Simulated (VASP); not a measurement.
Consider the following.

```
C
1.0
    1.25168    -2.16797     0.00000
    1.25168     2.16797     0.00000
    0.00000     0.00000     7.25744
C
4
Direct
  0.00000   0.00000   0.25000
  0.00000   0.00000   0.75000
  0.33333   0.66667   0.25000
  0.66667   0.33333   0.75000
```

Computed with MS2 meta-GGA, VASP's PBE PAW potentials (set 64) (plane waves; VASP). Numerical set-up: 520 eV cut-off, 10×10×3 Γ-centred mesh, Gaussian smearing of 0.050 eV, potentials C.

Q: The ions and cell shape at fixed volume are relaxed. Predict the relaxed structure.

A: 
```
C
1.0
    1.22800    -2.12696     0.00000
    1.22800     2.12696     0.00000
    0.00000     0.00000     7.54001
C
4
Direct
  0.00000   0.00000   0.25000
  0.00000   0.00000   0.75000
  0.33333   0.66667   0.25000
  0.66667   0.33333   0.75000
```
Space group P6_3/mmc (194), at a tolerance of 0.03 Å.

Q: How much energy does the relaxation gain?

A: The energy (σ→0) changes by -25.8 meV/atom, in 3 ionic steps.

The compound is C in the graphite structure. This cell is one point of a volume scan, at 1.06 of the reference volume. Symmetry was kept, so distortions that lower it aren't found.
